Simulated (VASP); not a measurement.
A run of VASP 6.6.1 is set up as follows.

File POSCAR:

```
NaSb2Au
1.0
    4.3573000000      0.0000000000      0.0000000000
   -2.1786500000      3.7735400000      0.0000000000
    0.0000000000      0.0000000000      6.8184700000
Na Sb Au
1 2 1
Direct
    0.0000000000      0.0000000000      0.5000000000
    0.6666700000      0.3333300000      0.8163200000
    0.3333300000      0.6666700000      0.1836800000
    0.0000000000      0.0000000000      0.0000000000
```

File INCAR.step1:

```
PREC     = Accurate       # precision mode
ENCUT    = 520            # plane-wave cutoff, eV
EDIFF    = 1E-5           # SCF threshold, eV
ISMEAR   = -1             # smearing method
SIGMA    = 0.05           # smearing width, eV
LREAL    = False          # projectors in reciprocal space
LASPH    = True           # aspherical terms in the spheres
NELM     = 80             # most SCF steps
ALGO     = Normal         # electronic algorithm
ISIF     = 2              # what is computed and relaxed
LWAVE    = True           # write WAVECAR
LCHARG   = False          # write CHGCAR
NBANDS   = 22             # bands
GGA      = PE             # functional
```

File INCAR.step2:

```
PREC     = Accurate       # precision mode
ENCUT    = 520            # plane-wave cutoff, eV
EDIFF    = 1E-6           # SCF threshold, eV
ISMEAR   = -1             # smearing method
SIGMA    = 0.05           # smearing width, eV
LREAL    = False          # projectors in reciprocal space
LASPH    = True           # aspherical terms in the spheres
NELM     = 80             # most SCF steps
ALGO     = Normal         # electronic algorithm
ISIF     = 2              # what is computed and relaxed
LWAVE    = False          # write WAVECAR
LCHARG   = False          # write CHGCAR
GGA      = PE             # functional
LHFCALC  = True           # exact exchange
HFSCREEN = 0.2            # screening, 1/A
AEXX     = 0.2            # exact-exchange fraction
PRECFOCK = Fast         
NBANDS   = 22             # bands
ISTART   = 1
```

File KPOINTS:

```
regular mesh
0
Gamma
  4 4 2
```

Potentials or basis: VASP PAW PBE potentials, release 64 (Na_pv, Sb, Au).

Command:

```console
$ cat potpaw_PBE.64/Na_pv/POTCAR potpaw_PBE.64/Sb/POTCAR potpaw_PBE.64/Au/POTCAR > POTCAR
$ cp INCAR.step1 INCAR
$ mpirun -np 1 vasp_std > vasp.out
$ cp INCAR.step2 INCAR
$ mpirun -np 1 vasp_std > vasp.out
```

Q: What does it give for the pressure?

A: -1.5 GPa.

Q: Predict the largest force.

A: 0.200 eV/Å.

Stress tensor (GPa, compression positive):
```
-2.20  0.00  0.00
 0.00 -2.20  0.00
 0.00  0.00 -0.25
```

Caveat: the k mesh is coarse (spacing up to 0.46 Å⁻¹), so the values aren't converged, least of all with exact exchange; the PAW data sets were made with another functional, which shifts forces and pressure a little. The run has no spin-orbit coupling, so splittings on Au, Sb are missing.
